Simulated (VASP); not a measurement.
**Zn7CdSe8: relaxation of cell and atoms with PBEsol**

Zn7CdSe8:

```xyz
16
Lattice="-5.7267 0.0000 5.7267 -5.7267 -5.7267 0.0000 0.0000 -5.7267 5.7267" Properties=species:S:1:pos:R:3 pbc="T T T"
Cd   -2.8634   -2.8634    0.0000
Zn    0.0000    0.0000    0.0000
Zn   -2.8634   -5.7267    2.8634
Zn    0.0000   -2.8634    2.8634
Zn   -5.7267   -2.8634    2.8634
Zn   -2.8634    0.0000    2.8634
Zn   -5.7267   -5.7267    5.7267
Zn   -2.8634   -2.8634    5.7267
Se   -1.4317   -1.4317    1.4317
Se   -4.2950   -4.2950    1.4317
Se   -1.4317   -4.2950    4.2950
Se   -4.2950   -7.1584    4.2950
Se   -4.2950   -1.4317    4.2950
Se   -7.1584   -4.2950    4.2950
Se   -4.2950   -4.2950    7.1584
Se   -7.1584   -7.1584    7.1584
```

The cell was built by a generator and needn't be a form met in nature.

```json
{
 "Program": "VASP 6.6.1",
 "Task": "relaxation of cell and atoms",
 "Functional": "PBEsol",
 "Potentials or basis": "VASP PAW PBE potentials, release 64 (Cd, Zn, Se)",
 "Cutoff": "600 eV",
 "k mesh": "4 × 4 × 4",
 "Occupations": "gaussian, width 0.03 eV",
 "Spin": "no spin polarisation",
 "Further INCAR settings": "ALGO = Normal; EDIFF = 1e-06; IBRION = 2; EDIFFG = -0.01; NSW = 90; ISIF = 3"
}
```

* Relaxed volume: 23.12 Å³/atom
* Relaxed cell: a = 8.058 Å, b = 8.058 Å, c = 8.058 Å, α = 60.00°, β = 60.00°, γ = 60.00°
* Space group after relaxing (to 0.05 Å): F-43m (No. 216)
* Energy gained by relaxing: 20.5 meV/atom
* Ionic steps: 10
* Pressure after relaxing: 0.0 GPa
* Band gap on the k mesh: 1.06 eV, direct

The path:
```
step  energy change (eV)  largest force (eV/Å)  pressure (GPa)  volume (Å³)
   1              0.0000                1.4421           -0.50       375.62
   2             -0.2785                0.5199           -0.17       371.67
   3             -0.3219                0.1274            0.16       369.22
   4             -0.3220                0.1228            0.14       369.35
   5             -0.3263                0.0649           -0.07       370.50
   6             -0.3269                0.0366           -0.18       371.07
   7             -0.3279                0.0166            0.02       369.76
   8             -0.3280                0.0160            0.02       369.85
   9             -0.3280                0.0158            0.02       369.88
  10             -0.3280                0.0072            0.01       369.95
```

Final structure:
```
Cd Zn Se
1.0
    -5.69776    0.00000    5.69776
    -5.69776   -5.69776    0.00000
     0.00000   -5.69776    5.69776
Cd Zn Se
1 7 8
Direct
  0.00000 0.50000 0.00000
  0.99906 0.00094 0.99906
  0.99906 0.49906 0.50094
  0.99906 0.00094 0.50094
  0.50094 0.49906 0.99906
  0.50094 0.00094 0.99906
  0.50094 0.49906 0.50094
  0.50000 0.00000 0.50000
  0.13082 0.10755 0.13082
  0.13082 0.63082 0.13082
  0.12478 0.12507 0.62507
  0.13082 0.63082 0.60755
  0.62507 0.12507 0.12478
  0.60755 0.63082 0.13082
  0.62507 0.12507 0.62507
  0.62507 0.62478 0.62507
```

Levels at points of the mesh, in eV from the valence-band top:
```
           k point  band 68  band 69  band 70  band 71  band 72  band 73  band 74  band 75  band 76  band 77
(0.00, 0.00, 0.00)    -0.79    -0.79     0.00     0.00     0.00     1.06     2.38     2.38     2.38     2.49
(0.50, 0.00, 0.00)    -1.54    -0.57    -0.57    -0.39    -0.39     2.49     2.66     3.45     3.53     3.53
(0.50, 0.50, 0.00)    -1.25    -1.09    -0.89    -0.79    -0.79     3.72     3.76     3.76     3.81     3.93
```

Wall time 41 min on 2 MPI ranks on Intel(R) Xeon(R) Platinum 8259CL CPU @ 2.50GHz (Skylake/Cascade Lake) (shared host), peak memory 0.92 GiB a rank.

Caveat: the PAW data sets were made with another functional, which shifts forces and pressure a little.
